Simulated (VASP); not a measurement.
Method: PBEsol GGA, VASP's PBE PAW potentials (set 64) (plane waves; VASP).

VASP input:

INCAR:
```
! general
SYSTEM = AlN
PREC   = Accurate
ENCUT  = 650
LREAL  = .FALSE.
LASPH  = .TRUE.

! electronic loop
EDIFF  = 1E-7
NELM   = 100
ALGO   = Normal

! smearing
ISMEAR = 0
SIGMA  = 0.05

! functional
GGA    = PS

! ions
IBRION = 6
NSW    = 1
ISIF   = 3
POTIM  = 0.015
NFREE  = 2

! output
LWAVE  = .FALSE.
LCHARG = .FALSE.
```

KPOINTS:
```
kpoints
0
gamma
  9 9 9
```

**POSCAR**
```
AlN
1
   -0.0000000000     2.1887524873     2.1887524873
    2.1887524873    -0.0000000000     2.1887524873
    2.1887524873     2.1887524873     0.0000000000
Al N
1 1
Direct
  0.0000000000   0.0000000000   0.0000000000
  0.7500000000   0.7500000000   0.7500000000
```

POTCAR, in this order: Al N (PBE.64 set). Program: vasp_std.

The resulting files:

### OUTCAR
```


 TOTAL ELASTIC MODULI (kBar)
 Direction    XX          YY          ZZ          XY          YZ          ZX
 --------------------------------------------------------------------------------
 XX        2881.5077   1592.7007   1592.7007     -0.0000      0.0000     -0.0000
 YY        1592.7007   2881.5077   1592.7007      0.0000      0.0000     -0.0000
 ZZ        1592.7007   1592.7007   2881.5077      0.0000      0.0000      0.0000
 XY          -0.0000      0.0000      0.0000   1802.8008     -0.0000      0.0000
 YZ           0.0000      0.0000      0.0000     -0.0000   1802.8008     -0.0000
 ZX          -0.0000     -0.0000      0.0000      0.0000     -0.0000   1802.8008
 --------------------------------------------------------------------------------
```
(Selected blocks of OUTCAR.)

The structure comes from a computed database's AlN entry (F-43m); how it stands against other phases isn't given here. It was relaxed first.
